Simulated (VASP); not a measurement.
Consider the following.

```xyz
2
Lattice="0.0000 2.4045 2.4045 2.4045 0.0000 2.4045 2.4045 2.4045 0.0000" Properties=species:S:1:pos:R:3 pbc="T T T"
Tm     0.0000     0.0000     0.0000
N      2.4045     2.4045     2.4045
```

These are PBEsol GGA, VASP's PBE PAW potentials (set 64) (plane waves; VASP) values and carry that method's errors. Settings: 520 eV cut-off, 9×9×9 Γ-centred mesh, Gaussian smearing of 0.050 eV, potentials Tm_3 N.

The 4f electrons are frozen in the core of the lanthanide potential, so 4f levels, which can set the real gap, and their magnetism are missing. Energy and stress use the plane-wave basis of the starting cell.

Task: The ions, cell shape and volume are relaxed. What does this cell relax into?

Result: 
```xyz
2
Lattice="0.0000 2.3794 2.3794 2.3794 0.0000 2.3794 2.3794 2.3794 0.0000" Properties=species:S:1:pos:R:3 pbc="T T T"
Tm     0.0000     0.0000     0.0000
N      2.3794     2.3794     2.3794
```
Space group Fm-3m (225), at a tolerance of 0.03 Å.

Task: How do energy and volume change from the first to the last step?

Result: The energy (σ→0) changes by -7.7 meV/atom and the volume by -3.1 %, in 3 ionic steps.

The structure comes from a measured TmN entry (Fm-3m) of the Crystallography Open Database, whose conditions weren't checked. This run relaxes it. Symmetry was kept, so distortions that lower it aren't found.
